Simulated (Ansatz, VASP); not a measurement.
# Be48H95 (V_H1) in two plane-wave programs

One calculation is typed for both programs; each brings its own data sets. How far apart do they land? The cell is taken from a series of runs on this material, whose earlier steps may have relaxed, scaled, displaced or heated it; both programs get it as it stands.

Main program and level: Ansatz 0.2.0; plane waves, with VASP 6.6.1 beside it; single point at PBEsol.

## 1. Set-up

The cell holds 143 atoms: 48 Be and 95 H. Cell: a = 12.225 Å, b = 12.225 Å, c = 12.225 Å, α = 141.9°, β = 88.5°, γ = 103.9°. It derives from BeH2 (BeH2 (Ibam)). Nearest the centre at fractional (0.622, 0.447, 0.415): H102 at 2.12 Å, H121 at 2.24 Å, H107 at 2.41 Å, H137 at 2.45 Å, H114 at 2.47 Å, H143 at 2.47 Å, Be25 at 2.50 Å, H52 at 2.51 Å. The cell carries charge +1.

## 2. VASP: single point, PBEsol

With cell and atoms fixed, the geometry can't cause a difference; cores, projectors, grids and the points listed under the comparison can.

Lines of VASP's logs that name or quote its potential files are left out, and so is its time.

Contents of INCAR:

```
SYSTEM = Be48H95
PREC = Accurate
ENCUT = 520
EDIFF = 1E-06
NELM = 120
ISMEAR = -1
SIGMA = 0.01
LREAL = Auto
ALGO = Normal
GGA = PS
NELECT = 190
NBANDS = 195
LORBIT = 11
LWAVE = .FALSE.
LCHARG = .FALSE.
ISIF = 2
LASPH = .TRUE.
GGA_COMPAT = .FALSE.
EFERMI = MIDGAP
```

Contents of POSCAR:

```
Be48H95
1.0
   -3.9933261508      8.7573595481      7.5377721599
    3.9933261508     -8.7573595481      7.5377721599
    3.9933261508      8.7573595481     -7.5377721599
Be H
48 95
Direct
    0.1262161237      0.3771575181      0.2495261234
    0.3781253802      0.1143060348      0.2466815615
[... 1 atom line left out ...]
    0.3351468290      0.4412279027      0.2743679440
[... 1 atom line left out ...]
    0.4126718710      0.1890926815      0.1029283877
[... 17 atom lines left out ...]
    0.4148674755      0.6866458091      0.6046968320
    0.6267437025      0.3516032368      0.1446443900
[... 1 atom line left out ...]
    0.5787389496      0.2165479926      0.3942741756
    0.8347648312      0.4443212875      0.2752637167
    0.6760181314      0.0589230060      0.2060659066
[... 11 atom lines left out ...]
    0.6719063109      0.5976636067      0.2491932527
[... 1 atom line left out ...]
    0.6257127512      0.8636251995      0.7409469817
    0.8763440391      0.6269161646      0.7550356964
    0.5823439673      0.7984386651      0.8808258312
    0.8342961224      0.9380301918      0.7729933149
    0.6679793459      0.5586957547      0.7318365660
    0.9141101038      0.6884403658      0.6064490676
    0.2896803476      0.1953515162      0.3239121618
[... 1 atom line left out ...]
    0.4025670042      0.0654184815      0.0985163091
    0.4749182746      0.2647308513      0.4149570087
[... 3 atom lines left out ...]
    0.4115218494      0.3682816152      0.2761493650
[... 2 atom lines left out ...]
    0.3771603214      0.4616005541      0.1785643314
[... 11 atom lines left out ...]
    0.3711998408      0.4561109584      0.6765253815
[... 5 atom lines left out ...]
    0.3423400607      0.6178313108      0.4584001895
[... 9 atom lines left out ...]
    0.3777508957      0.5470851479      0.5808552217
[... 9 atom lines left out ...]
    0.7899044703      0.1886081309      0.3277019498
    0.6080360759      0.0654895293      0.3205735103
[... 3 atom lines left out ...]
    0.6190627810      0.1732520553      0.2427937428
    0.6482675345      0.3844799259      0.0611697795
    0.8998587270      0.3595888168      0.2726483195
    0.5234310685      0.1931819148      0.0582942447
    0.8763879194      0.4634873870      0.1794377668
    0.7154820501      0.3087897931      0.1731366498
[... 6 atom lines left out ...]
    0.6754837379      0.3874296288      0.5542477783
[... 5 atom lines left out ...]
    0.7908899963      0.7104202102      0.3360172110
    0.6254357827      0.5451774015      0.3184571709
[... 2 atom lines left out ...]
    0.8367383347      0.6146168650      0.4591833560
[... 7 atom lines left out ...]
    0.7831038240      0.6979398040      0.8324628698
    0.6285590209      0.5491057663      0.8366540836
    0.8750507312      0.5536118910      0.5888826678
[... 2 atom lines left out ...]
    0.5925000818      0.6207440362      0.7128347989
    0.6666934606      0.8887405090      0.5342407485
    0.9112235141      0.8691743837      0.7773137749
    0.5311212027      0.6979754694      0.5800737365
    0.6234785529      0.9404193873      0.9084961733
    0.8694927989      0.9569100723      0.6744181164
    0.7189555253      0.7944162042      0.6671266738
```

Contents of KPOINTS:

```
Automatic mesh
0
Gamma
1 1 1
0 0 0
```

The projector-augmented-wave data sets are Be and H (PBE family, release 64).

The run is started by

```bash
$ export OMP_NUM_THREADS=3
$ mpirun -np 1 vasp_gam
```

Numbers of over 12 decimals in the logs are rounded to 6 here.

The log of the run:

```text
[banner, memory and clock lines left out]
running    1 mpi-ranks, on    1 nodes
[...]
Offloading initialized ...    1 GPUs detected
[...]
|                                                                             |
|               ----> ADVICE to this user running VASP <----                  |
|                                                                             |
|     You enforced a specific xc type in the INCAR file but a different       |
|     [... a line on the potential file left out ...]
|     I HOPE YOU KNOW WHAT YOU ARE DOING!                                     |
|                                                                             |

 LDA part: xc-table for (Slater+PW92), standard interpolation
 POSCAR, INCAR and KPOINTS ok, starting setup
[...]
entering main loop
       N       E                     dE             d eps       ncg     rms          rms(c)
DAV:   1     0.628645307330E+03    0.62865E+03   -0.78451E+04   390   0.852E+02
DAV:   2    -0.394969427620E+03   -0.10236E+04   -0.84058E+03   556   0.180E+02
DAV:   3    -0.530458690770E+03   -0.13549E+03   -0.13298E+03   500   0.570E+01
DAV:   4    -0.533206412940E+03   -0.27477E+01   -0.27406E+01   500   0.868E+00
DAV:   5    -0.533221108957E+03   -0.14696E-01   -0.14691E-01   500   0.721E-01BRMIX: very serious problems
 the old and the new charge density differ
 old charge density:   191.00000 new  190.00000
    0.299E+01
DAV:   6    -0.515310363784E+03    0.17911E+02   -0.61631E+00   460   0.378E+00    0.168E+01
DAV:   7    -0.507062158644E+03    0.82482E+01   -0.12683E+01   452   0.575E+00    0.179E+00
DAV:   8    -0.507233211384E+03   -0.17105E+00   -0.84686E-01   484   0.151E+00    0.691E-01
DAV:   9    -0.507230369325E+03    0.28421E-02   -0.60576E-02   492   0.418E-01    0.319E-01
[...]
DAV:  13    -0.507233255346E+03   -0.30499E-04   -0.67890E-05   444   0.208E-02    0.718E-03
DAV:  14    -0.507233260346E+03   -0.50003E-05   -0.46086E-05   516   0.114E-02    0.403E-03
DAV:  15    -0.507233261072E+03   -0.72636E-06   -0.13749E-06   396   0.334E-03
   1 F= -.50723326E+03 E0= -.50723326E+03  d E =0.000000E+00
```

OUTCAR, selected parts (step 2):

```text
  FREE ENERGIE OF THE ION-ELECTRON SYSTEM (eV)
  ---------------------------------------------------
  free  energy   TOTEN  =      -507.2332610723 eV

  energy  without entropy=     -507.2332610723  energy(sigma->0) =     -507.23326107
```

The run ends at a pressure of 0.23 GPa, with forces up to 2.2 eV/Å.

## 3. Ansatz: single point, PBEsol

Ansatz runs on its default PAW (the set named soft_2) files.

The same cell, functional, mesh and smearing now go to Ansatz.

Contents of input.yaml:

```yaml
crystal:
  lattice:
    - [-3.99332615, 8.75735955, 7.53777216]
    - [3.99332615, -8.75735955, 7.53777216]
    - [3.99332615, 8.75735955, -7.53777216]
  atoms:
    - { symbol: Be, position: [0.12621612366, 0.37715751808, 0.24952612344] }
    - { symbol: Be, position: [0.37812538017, 0.11430603484, 0.24668156155] }
[... 1 atom line left out ...]
    - { symbol: Be, position: [0.33514682897, 0.44122790271, 0.27436794395] }
[... 1 atom line left out ...]
    - { symbol: Be, position: [0.41267187099, 0.18909268153, 0.10292838767] }
[... 17 atom lines left out ...]
    - { symbol: Be, position: [0.4125702269, 0.19263616897, 0.61174879115] }
    - { symbol: H, position: [0.2798953071, 0.19811857948, 0.82999795636] }
[... 1 atom line left out ...]
    - { symbol: H, position: [0.37981522306, 0.05508942313, 0.59037999625] }
    - { symbol: H, position: [0.46388498791, 0.29159668548, 0.91758853216] }
    - { symbol: H, position: [0.32650705405, 0.10312241456, 0.95649128281] }
[... 11 atom lines left out ...]
    - { symbol: Be, position: [0.16639474969, 0.56029372043, 0.22434281115] }
[... 1 atom line left out ...]
    - { symbol: H, position: [0.28315618383, 0.69752421196, 0.32500880322] }
    - { symbol: H, position: [0.12854303856, 0.54474125434, 0.32452698977] }
    - { symbol: H, position: [0.38616834851, 0.55648206132, 0.0883928973] }
    - { symbol: H, position: [0.4686583723, 0.79630131093, 0.41841695946] }
    - { symbol: H, position: [0.34234006069, 0.61783131079, 0.45840018955] }
    - { symbol: H, position: [0.09275217223, 0.63588658172, 0.22357295646] }
    - { symbol: H, position: [0.16334145146, 0.88477650212, 0.04078191218] }
[... 1 atom line left out ...]
    - { symbol: H, position: [0.02720428126, 0.71942377116, 0.09203899663] }
    - { symbol: H, position: [0.12005300095, 0.95221299993, 0.41811638015] }
[... 3 atom lines left out ...]
    - { symbol: Be, position: [0.37342412434, 0.6209777952, 0.74652340037] }
[... 2 atom lines left out ...]
    - { symbol: Be, position: [0.16668474999, 0.55962172922, 0.72473953814] }
[... 11 atom lines left out ...]
    - { symbol: H, position: [0.37118607694, 0.95882485248, 0.6807490174] }
[... 5 atom lines left out ...]
    - { symbol: Be, position: [0.67601813138, 0.05892300604, 0.2060659066] }
[... 9 atom lines left out ...]
    - { symbol: H, position: [0.52343106849, 0.19318191484, 0.05829424471] }
[... 9 atom lines left out ...]
    - { symbol: H, position: [0.62763914041, 0.0300120779, 0.81391542081] }
    - { symbol: H, position: [0.87846142733, 0.05997830561, 0.59167684036] }
[... 3 atom lines left out ...]
    - { symbol: H, position: [0.67548373787, 0.38742962883, 0.55424777832] }
    - { symbol: H, position: [0.91076765681, 0.37613818421, 0.78839452329] }
    - { symbol: H, position: [0.53197195768, 0.21496293762, 0.59768932586] }
    - { symbol: H, position: [0.62395829663, 0.44755317787, 0.92581288677] }
    - { symbol: H, position: [0.87243908478, 0.46004046051, 0.68217672975] }
    - { symbol: H, position: [0.71867198805, 0.30834646099, 0.68528962513] }
[... 6 atom lines left out ...]
    - { symbol: H, position: [0.79088999631, 0.71042021021, 0.33601721097] }
[... 5 atom lines left out ...]
    - { symbol: H, position: [0.65662373634, 0.87128092755, 0.02963178762] }
    - { symbol: H, position: [0.89089292374, 0.86155435367, 0.2820620333] }
[... 2 atom lines left out ...]
    - { symbol: H, position: [0.88649653072, 0.96518684922, 0.186227578] }
[... 7 atom lines left out ...]
    - { symbol: H, position: [0.78310382396, 0.69793980398, 0.83246286977] }
    - { symbol: H, position: [0.62855902088, 0.54910576626, 0.83665408363] }
    - { symbol: H, position: [0.87505073116, 0.55361189104, 0.58888266781] }
[... 2 atom lines left out ...]
    - { symbol: H, position: [0.59250008184, 0.62074403622, 0.71283479887] }
    - { symbol: H, position: [0.66669346063, 0.88874050904, 0.53424074852] }
    - { symbol: H, position: [0.91122351414, 0.86917438368, 0.77731377493] }
    - { symbol: H, position: [0.53112120269, 0.69797546942, 0.5800737365] }
    - { symbol: H, position: [0.62347855286, 0.94041938735, 0.9084961733] }
    - { symbol: H, position: [0.86949279891, 0.95691007226, 0.67441811642] }
    - { symbol: H, position: [0.71895552527, 0.79441620419, 0.66712667379] }
  host:
    repeats: [2, 2, 2]
    atoms:
      - { symbol: Be, position: [0.25, 0.75, 0.5] }
      - { symbol: Be, position: [0.75, 0.25, 0.5] }
      # ... 16 more atoms of the perfect host
total_charge: 1
basis:
  ecutwfc: 420
  xc_grid: 2
hamiltonian:
  xc: pbesol
kpoints:
  mp_grid: { grid: [1, 1, 1] }
scf:
  occupations: { method: fermi_dirac, width: 0.01 }
  max_iter: 100
output:
  forces: true
  charged_corrections:
    epsilon: [3.63, 3.74, 3.59]
    static_epsilon: [4.37, 5.16, 5.26]
    defect_position: [0.621773, 0.447316, 0.415093]
checkpoint:
  read: "../qp1.relax_smeared.run"
  write: "../cc1.qp1.l1.25.run"
  compress: false
  write_wavefunctions: false
  write_every: 100000
```

The run is started by

```bash
$ ansatz run input.yaml --threads 4 --pin off --max-ram 7536MiB --backend cpu --events-out ev --progress --plain --runs-dir out
```

The log of the run:

```text
Warning: checkpoint.read: the run can stay near the saved state's solution: 143 site(s) moved relative to the saved geometry (max |Δs| = 1.876e-2 fractional); the SCF starts from the saved state under `checkpoint.density_extrapolation: transplant`, in force with no word given; its orbitals are not used off its sites. A run without `checkpoint.read` takes nothing of the state. A lower free energy from it at the same positions (and U, V and field ramp, if any) shows a solution that this start missed, and an equal or higher one rules none out (checkpoint.read, Limitations, in the input reference)
Engine: ansatz 0.2.0, x86_64-unknown-linux-gnu
Pseudopotentials: kind: paw
Pseudopotential: Be, paw, valence charge 2, recommended cutoff 420 eV (normal), Be.paw.azcp
Pseudopotential: H, paw, valence charge 1, recommended cutoff 420 eV (normal), H.paw.azcp
Functional definition: PBEsol
  exchange = pbesol_x
  correlation = pbesol_c
Crystal: 143 atoms, lattice volume = 1054.414 Å³
Basis set: ecut = 420 eV, 20653 PW (Γ), exchange–correlation on 180×180×180 points (8 copies of the dense FFT grid, shifted against one another)
Bands: 238, of which v1, the nominal top of the filled ones, is band 95 counted from 1 (94 counted from 0)
Symmetry: 1 space group operations
Space group: P1 (ITA 1), of the structure as read, at distance tolerance 1.0e-4 Å
k-points: 1
Non-local potential: Be, projectors of the file, l = 0: 2, l = 1: 2, l = 2: 1
Non-local potential: H, projectors of the file, l = 0: 2, l = 1: 1
PAW form: soft (Blöchl's): semilocal exchange-correlation on the pseudo side does not see the compensation charge
PAW frozen core: Be, regenerated for the run's functional, and the local potential with it (the file was generated under x = pbe(κ = 0.804, μ = 0.219515), c = pbe(β = 0.066725))
PAW one-centre angular grid: Be, 110 points (default); XC on 64 Gauss nodes
PAW one-centre angular grid: H, 110 points (default); XC on 64 Gauss nodes
Initial density: read from a saved state, or passed on in memory by an earlier SCF of this step, an earlier step, the calling program or the single point that the run made first, carried with its atoms to this geometry
Initial wavefunctions: pseudopotential atomic-orbital guess
Functional: x = pbesol(κ = 0.804, μ = 0.123457), c = pbesol(β = 0.046)
iter 1 solved again at ethr=2.02e-4 eV; its pass at ethr=3.10e-3 eV (dr2=3.84e-1 eV) is discarded
SCF iter   1: F=—  HF=-5826.566140 eV  |F-HF|=—  |Δ(HF+E_count)|=         —  Δρ=6.59e-3  dr2=3.87e-1  ethr=2.02e-4  ⟨swp⟩=7.0  Hψ=1956  notcnv=0
preconditioner: auto → Resta (q_TF=auto, 2.050 Å⁻¹)  ε∞=2.7  [insulator: Δε(μ)=4.479 eV  Ē_g=11.979 eV  σ=0.010 eV  W_gap=1.00  n_scr=150 (ndim 8)  ℏωp=15.8 eV  f_vac=0.004  D(μ)=0.00/eV (n_scr^D=0)  ε∞_Penn≈2.7]
SCF iter   2: F=—  HF=-5826.489445 eV  |F-HF|=—  |Δ(HF+E_count)|=   7.67e-2  Δρ=3.26e-3  dr2=8.66e-2  ethr=2.02e-4  ⟨swp⟩=2.0  Hψ=278  notcnv=0  defer=32
SCF iter   3: F=—  HF=-5826.475280 eV  |F-HF|=—  |Δ(HF+E_count)|=   1.42e-2  Δρ=2.77e-4  dr2=1.04e-3  ethr=4.56e-5  ⟨swp⟩=3.0  Hψ=201  notcnv=0  defer=10
automatic band count: iteration 3 solves 110 bands in place of 238: the levels show a gap, and the empty bands left out lie too high to hold charge; the band table lists the bands solved (type scf.n_extra_bands for more)
SCF iter   4: F=—  HF=-5826.475848 eV  |F-HF|=—  |Δ(HF+E_count)|=   5.68e-4  Δρ=6.58e-5  dr2=9.46e-5  ethr=5.50e-7  ⟨swp⟩=2.0  Hψ=197  notcnv=0  defer=11
SCF iter   5: F=—  HF=-5826.475973 eV  |F-HF|=—  |Δ(HF+E_count)|=   1.25e-4  Δρ=1.43e-5  dr2=4.96e-6  ethr=4.98e-8  ⟨swp⟩=2.0  Hψ=204  notcnv=0  defer=11
SCF iter   6: F=—  HF=-5826.475987 eV  |F-HF|=—  |Δ(HF+E_count)|=   1.42e-5  Δρ=3.73e-6  dr2=2.80e-7  ethr=2.61e-9  ⟨swp⟩=2.0  Hψ=193  notcnv=0  defer=11
SCF iter   7: F=-5826.475988 eV  HF=-5826.475988 eV  |F-HF|=3.67e-8  |Δ(HF+E_count)|=   1.01e-6  Δρ=8.29e-7  dr2=1.25e-8  ethr=5.26e-11  ⟨swp⟩=13.0  Hψ=524  notcnv=0
SCF 1 converged in 7 iterations: F = -5826.475988 eV  dr2 = 1.25e-8
  greatest PAW one-centre occupation: 0.382 electrons in one spin orbital (limit 2), on the H atom at site 84 (counted from 0), in its partial waves of l = 0
SCF converged after 7 iterations
Free energy (F): -5826.475988 eV
Harris-Foulkes:  -5826.475988 eV  (|F-HF|=3.67e-8)
Internal energy: -5826.475988 eV  (E = F + TS)
E sigma→0 (E₀):  -5826.475988 eV
Fermi energy:    1.298878 eV
--- Per-component energies (eV) ---
  E_band       = -666.248331
  E_kinetic    = 2261.104820
  E_local      = -2100.778258  (includes V_loc(G=0)·N_el)
  E_nonlocal   = 367.548335
  E_hartree    = 493.074331
  E_xc         = -1750.755778
  E_vxc        = -2051.912912  (∫ρ·V_xc dr)
  E_paw        = -2796.350441  (= ΣΔE_a)
  E_vpaw       = -128.236127  (= ΣTr[D̂ρ^β])
  E_aug_tail   = -0.123193  (compensation charges beyond the density's cutoff)
  E_ewald      = -2300.653308
[...]
atom  11  H      0.00493236     0.01598239    -0.02343600
  atom  12  H      0.00438943     0.00051838    -0.00562713
  atom  13  H     -0.00200418    -0.00705123     0.00169682
  atom  14  H      0.03908685    -0.06643805    -0.00932683
  atom  15  H      0.00040529     0.00835256     0.00760581
  atom  16  H     -0.00091674     0.00068143    -0.00029641
  atom  17  H      0.01300003    -0.02035392     0.00761996
  atom  18  H      0.01300453    -0.01642263    -0.00742230
  atom  19  Be     0.00020740    -0.00221182     0.00767941
  atom  20  Be    -0.00881769     0.01569335    -0.01117493
  atom  21  Be     0.00216194    -0.00059331    -0.00774235
  atom  22  Be    -0.00441365    -0.00924102     0.02795665
  atom  23  Be    -0.00222658     0.01101099    -0.00537425
  atom  24  Be    -0.00854707    -0.02979946    -0.00172260
  atom  25  H     -0.00145237    -0.00723449    -0.00123691
  atom  26  H     -0.00023491    -0.00942446     0.00964062
  atom  27  H      0.00721793     0.00199175     0.00196112
  atom  28  H      0.00500447    -0.00184833     0.00240756
  atom  29  H     -0.04341090    -0.04601042    -0.02432769
  atom  30  H      0.00309454    -0.00076358     0.00246958
  atom  31  H      0.00422566    -0.00117961    -0.00390882
  atom  32  H     -0.00070683     0.00353758    -0.00379733
  atom  33  H      0.00164759     0.00090348    -0.00126918
  atom  34  H     -0.00317239     0.00096217    -0.00201815
[...]
atom 136  H      0.00007627     0.01132952     0.00093819
  atom 137  H      0.02500385     0.01925785    -0.00909864
  atom 138  H      0.00029232    -0.01604456     0.00768934
  atom 139  H      0.00226388     0.00499031     0.00756666
  atom 140  H      0.00512949    -0.00903481    -0.00899878
  atom 141  H     -0.00701528    -0.00937472     0.00616262
  atom 142  H      0.00720849    -0.00644297     0.01551687
  atom 143  H      0.00285264     0.00858991     0.01893684
  max |Σ_I F_I| component: 3.91e-5 eV/Å
--- Charged-cell corrections in eV (Makov–Payne, q = +1.000 e, ε = [3.630, 3.740, 3.590] of the electrons, [4.370, 5.160, 5.260] with the ions) ---
  F (periodic)     = -5826.475988  (uncorrected; the corrections below are reported, never added to it)
  E_corr1          = +0.526012  (monopole, q²α_M/2ε̄L, of the cell on which ε is isotropic)
  F Makov-Payne    = n/a  (the rows are of the electrons' constant alone; ansatz place-levels tells what screens the charge)
  no potential alignment in this run, which stands beside a crystal: run the host's input off ansatz write-host-input, and read the two finished runs by ansatz place-levels (neither reads a slab, a wire or a sheet, whose cell leaves a vacuum)
--- Band table (eV) ---
  k-point 0: bands = [... 91 lower, -1.0628, -1.0062, -0.9971, -0.9425, 3.5402, 3.8116, 4.0473, 4.1533, ... 11 higher]
```

## 4. Side by side

Known differences besides the potentials themselves: the cutoff is 420 eV in Ansatz and 520 eV in VASP (PREC = Accurate, projectors in real space); Ansatz makes its cores anew for this functional, VASP keeps those of its PBE data sets. Total energies have different zeros and are not compared.

Compared:

| quantity | Ansatz | VASP | difference |
| --- | --- | --- | --- |
| gap on the k mesh (eV) | 4.483 | 4.476 | +0.006 |

Forces on 7 of the 143 atoms, those with the largest forces and the largest differences (eV/Å; atoms numbered as in POSCAR):

| atom | Ansatz x, y, z | VASP x, y, z |
| --- | --- | --- |
| Be25 | 0.541, 1.285, -1.680 | 0.532, 1.291, -1.693 |
| Be27 | 0.718, -1.210, 1.068 | 0.726, -1.217, 1.057 |
| H98 | -0.763, 0.760, -0.363 | -0.765, 0.767, -0.371 |
| H102 | 0.264, 0.350, -0.524 | 0.265, 0.337, -0.516 |
| H103 | -0.405, -0.950, 1.136 | -0.413, -0.957, 1.146 |
| H105 | 0.127, 0.014, 0.472 | 0.120, 0.019, 0.475 |
| H121 | -0.351, -0.018, 0.057 | -0.337, -0.013, 0.046 |

The forces differ by 5.9 meV/Å r.m.s., which is 3.4 % of the r.m.s. force of 0.175 eV/Å (both taken over all components). A gap on the mesh is an upper bound, since the band edges may lie between its points. The cell carries a charge of +1 e against a uniform background, so its pressure also hangs on how the neutralising background is counted, and in a defect's cell a gap may be the spacing between its levels.

## 5. Outcome

```
r.m.s. force difference (single point, PBEsol) : 5.9 meV/Å
```

**Reading.** The r.m.s. force difference is 5.9 meV/Å (single point, PBEsol), within the 12 meV/Å picked in this series as the mark of a large difference. How closely two codes agree says nothing of how well the functional describes the real material.

[Lines on the potential files, build, host, timing and source positions are cut from VASP's logs without a mark.]

[Logs are printed without paths, hosts, clocks, repeated set-up lines and the standing remarks that a program may print on its own settings, such as how far it seeks lower states.]

[Hosts, paths, dates, database ids (printed as entryN), source tags and the programs' standing remarks are cut or masked in the printed files.]
